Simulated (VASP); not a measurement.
The input files of a VASP run:

### KPOINTS
```
kpoints
0
gamma
 6 4 5
```

INCAR:
```
# general
SYSTEM  = SnO
PREC    = Accurate
ENCUT   = 520
LREAL   = .FALSE.
LASPH   = .TRUE.

# electronic loop
EDIFF   = 1E-6
NELM    = 100
ALGO    = Normal
LMAXMIX = 4

# smearing
ISMEAR  = 0
SIGMA   = 0.05

# functional
GGA     = PS

# ions
IBRION  = 2
NSW     = 60
ISIF    = 3
EDIFFG  = -0.02

# output
LWAVE   = .FALSE.
LCHARG  = .FALSE.
```

### POSCAR
```
SnO
1.0
  3.3201874033   0.0000000000   0.0000000000
  0.0000000000   5.6151675569   0.0000000000
  0.0000000000   0.0000000000   4.0684728493
Sn O
2 2
Direct
  0.0000000000   0.2355127265   0.5141874579
  0.5000000000   0.7644872735   0.0141874579
  0.0000000000   0.8925322068   0.7358125421
  0.5000000000   0.1074677932   0.2358125421
```

POTCAR, in this order: Sn_d O (PBE.64 set). Program: vasp_std.

Q: Translate this PBEsol calculation to Ansatz.

A: One equivalent input (not run):
Ansatz 0.2 input:
```yaml
crystal:
  lattice:
    - [3.3201874, 0.0000000, 0.0000000]
    - [0.0000000, 5.6151676, 0.0000000]
    - [0.0000000, 0.0000000, 4.0684728]
  atoms:
    - { symbol: Sn, position: [0.0000000, 0.2355127, 0.5141875] }
    - { symbol: Sn, position: [0.5000000, 0.7644873, 0.0141875] }
    - { symbol: O, position: [0.0000000, 0.8925322, 0.7358125] }
    - { symbol: O, position: [0.5000000, 0.1074678, 0.2358125] }
kpoints:
  mp_grid: { grid: [6, 4, 5] }
hamiltonian:
  xc: pbesol
  pseudopotentials: { kind: paw }
scf:
  occupations: { method: gaussian, width: 0.05 }
  max_iter: 100
relax:
  max_steps: 60
  f_tol: 0.02
  cell: {}
output: { forces: true, stress: true, eigenvalues: true }
```
The two are equivalent in intent, not identical: each code has its own PAW files, so the cut-off isn't converted (ENCUT is set for VASP's; basis.ecutwfc is left out, and Ansatz then takes the one that its files recommend); Ansatz stops its SCF on the density residual and VASP on the energy change (EDIFF).

The structure comes from a computed database's SnO entry (Pmn2_1); how it stands against other phases isn't given here. This run relaxes it. Symmetry was kept, so distortions that lower it aren't found. The start is the result of an earlier pass.
